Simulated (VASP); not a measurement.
Calculation: PBEsol GGA, VASP's PBE PAW potentials (set 64) (plane waves; VASP).

The input files of a VASP run:

### KPOINTS
```
K-points
0
gamma
6 6 5
```

### INCAR
```
SYSTEM = LaGa2
PREC = Accurate
ENCUT = 300
EDIFF = 1E-6
NELM = 100
ALGO = Normal
LREAL = .FALSE.
LASPH = .TRUE.
ISMEAR = -1
SIGMA = 0.1
GGA = PS
LMAXMIX = 6
LWAVE = .FALSE.
LCHARG = .FALSE.
ISIF = 2
```

**POSCAR**
```
LaGa2
4.4007780
  0.9560993533   0.0000000000   0.0000000000
 -0.4780495631   0.8280063207   0.0000000000
  0.0000000000   0.0000000000   1.0000000000
La Ga
1 2
Cart
 -0.0004383714   0.0011683169   0.0019930000
  0.0038775369   0.5534568129   0.4947470000
  0.4746096687   0.2733811909   0.5032600000
```

POTCAR, in this order: La Ga_d (PBE.64 set). Program: vasp_std.

Output

OSZICAR:
```
       N       E                     dE             d eps       ncg     rms          rms(c)
DAV:   1     0.245428234026E+03    0.24543E+03   -0.11829E+04  4144   0.197E+03
DAV:   2     0.226575687118E+02   -0.22277E+03   -0.22005E+03  5484   0.409E+02
DAV:   3    -0.122496584006E+02   -0.34907E+02   -0.34262E+02  5878   0.151E+02
DAV:   4    -0.142594076544E+02   -0.20097E+01   -0.19700E+01  7260   0.338E+01
DAV:   5    -0.144140609806E+02   -0.15465E+00   -0.15412E+00  5462   0.718E+00    0.356E+00
DAV:   6    -0.142600681898E+02    0.15399E+00   -0.50217E-01  5912   0.108E+01    0.185E+00
DAV:   7    -0.142211002851E+02    0.38968E-01   -0.11924E-01  6660   0.354E+00    0.473E-01
DAV:   8    -0.142191641982E+02    0.19361E-02   -0.14996E-02  6028   0.140E+00    0.128E-01
DAV:   9    -0.142192476786E+02   -0.83480E-04   -0.24608E-03  7188   0.471E-01    0.411E-02
DAV:  10    -0.142192870729E+02   -0.39394E-04   -0.24821E-04  6496   0.171E-01    0.271E-02
DAV:  11    -0.142193067669E+02   -0.19694E-04   -0.14913E-04  7244   0.136E-01    0.756E-03
DAV:  12    -0.142193072585E+02   -0.49168E-06   -0.14621E-05  6254   0.513E-02    0.586E-03
DAV:  13    -0.142193077035E+02   -0.44498E-06   -0.18001E-05  7018   0.343E-02    0.281E-03
DAV:  14    -0.142193077155E+02   -0.11928E-07   -0.28371E-06  5328   0.169E-02
   1 F= -.14219308E+02 E0= -.14186491E+02  d E =-.656341E-01
```

File OUTCAR:
```
------------------------ aborting loop because EDIFF is reached ----------------------------------------
  FORCE on cell =-STRESS in cart. coord.  units (eV):
  Direction    XX          YY          ZZ          XY          YZ          ZX
  --------------------------------------------------------------------------------------
  Total        1.1031119      1.2761863      0.2516623     -0.1557369      0.0037174      0.0022477
  in kB       26.1941963     30.3039744      5.9759051     -3.6980869      0.0882728      0.0533724
  external PRESSURE =      20.8246919 kB  Pullay stress =       0.0000000 kB
  volume of cell :       67.47
      direct lattice vectors                 reciprocal lattice vectors
     4.207581000  0.000000000  0.000000000     0.237666251  0.137216642  0.000000000
    -2.103790000  3.643872000  0.000000000     0.000000000  0.274433350  0.000000000
     0.000000000  0.000000000  4.400778000     0.000000000  0.000000000  0.227232548
 POSITION                                       TOTAL-FORCE (eV/Angst)
 -----------------------------------------------------------------------------------
     -0.00193      0.00514      0.00877         0.012584     -0.033830     -0.053341
      0.01706      2.43564      2.17727        -0.277180     -0.133091      0.044200
      2.08865      1.20309      2.21474         0.264596      0.166921      0.009141
 -----------------------------------------------------------------------------------
    total drift:                               -0.000032     -0.000679     -0.000800
  FREE ENERGIE OF THE ION-ELECTRON SYSTEM (eV)
  ---------------------------------------------------
  free  energy   TOTEN  =       -14.2193077155 eV

  energy  without entropy=      -14.1536736634  energy(sigma->0) =      -14.18649069
```
(Selected blocks of OUTCAR.)

At this cut-off the stress carries a Pulay error, which pulls relaxed volumes low.

The structure comes from a computed database's LaGa2 entry; how it stands against other phases isn't given here. The cell was not relaxed at this level, atoms are displaced from their ideal sites, and its volume differs by -5.9 % from the start's. The electron count is odd and the run is not spin-polarised, which forces a metal.
